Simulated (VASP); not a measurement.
Data:

```
AgCl
1.0
    0.00000     2.83050     2.83050
    2.83050     0.00000     2.83050
    2.83050     2.83050     0.00000
Ag Cl
1 1
Direct
  0.00000   0.00000   0.00000
  0.50000   0.50000   0.50000
```

Calculation: PBE GGA, VASP's PBE PAW potentials (set 64) (plane waves; VASP). Settings: 500 eV cut-off, 7×7×7 Γ-centred mesh, Gaussian smearing of 0.050 eV, potentials Ag Cl.

Task: Give the stress tensor in GPa (positive for a compressed cell).

Result: 
```
-1.14   0.00   0.00
 0.00  -1.14   0.00
 0.00   0.00  -1.14
```
The pressure is its mean diagonal, -1.14 GPa.

The compound is AgCl in the rock salt structure. The cell was not relaxed at this level. The run is one of a series of settings (ENCUT = 500 against the base run), some of them coarse on purpose.
